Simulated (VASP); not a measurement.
```
CELL_PARAMETERS angstrom
      2.24202    -3.88330     0.00000
      2.24202     3.88330     0.00000
      0.00000     0.00000     7.32596
ATOMIC_POSITIONS crystal
  Ag 0.66667 0.33333 0.50003
  Ag 0.33333 0.66667 0.00003
  I  0.66667 0.33333 0.87497
  I  0.33333 0.66667 0.37497
```

Level of theory: LDA (Ceperley-Alder, Perdew-Zunger), VASP's LDA PAW potentials (set 64) (plane waves; VASP). Settings: 400 eV cut-off, 8×8×5 Γ-centred mesh, Gaussian smearing of 0.010 eV, potentials Ag I.

The dielectric response may not be converged in the k-mesh; for small gaps it tends to come out too large.

The job: AgI (wurtzite), 4 atoms, LDA, DFPT for ε, Born charges and Γ modes, 400 eV, 8×8×5 Γ-centred mesh. Roughly how much core time does it take on a busy server core?

About 20 core-minutes (one run on a shared machine, a rough figure). It had 30 irreducible k-points, 22 bands, up to 2352 plane waves and 204 electronic steps.

The compound is AgI in the wurtzite structure. It was relaxed first, which changed the volume by -7 %.
